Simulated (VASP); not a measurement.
```xyz
2
Lattice="0.0000 2.2982 2.2982 2.2982 0.0000 2.2982 2.2982 2.2982 0.0000" Properties=species:S:1:pos:R:3 pbc="T T T"
Zr     0.0000     0.0000     0.0000
N      2.2982     2.2982     2.2982
```

All values below come from optB88-vdW, VASP's PBE PAW potentials (set 64) (plane waves; VASP). Run with 520 eV cut-off, 14×14×14 Γ-centred mesh, first-order Methfessel-Paxton smearing of 0.10 eV, potentials Zr_sv N.

### Question
The job: ZrN (rock salt), 2 atoms, optB88-vdW, static run, 520 eV, 14×14×14 Γ-centred mesh. Roughly how much core time does it take on a busy server core?

### Answer
About 20 core-seconds (one run on a shared machine, a rough figure). It had 104 irreducible k-points, 12 bands, up to 668 plane waves and 13 electronic steps.

The compound is ZrN in the rock salt structure. It was relaxed first. The electron count is odd and the run is not spin-polarised, which forces a metal.
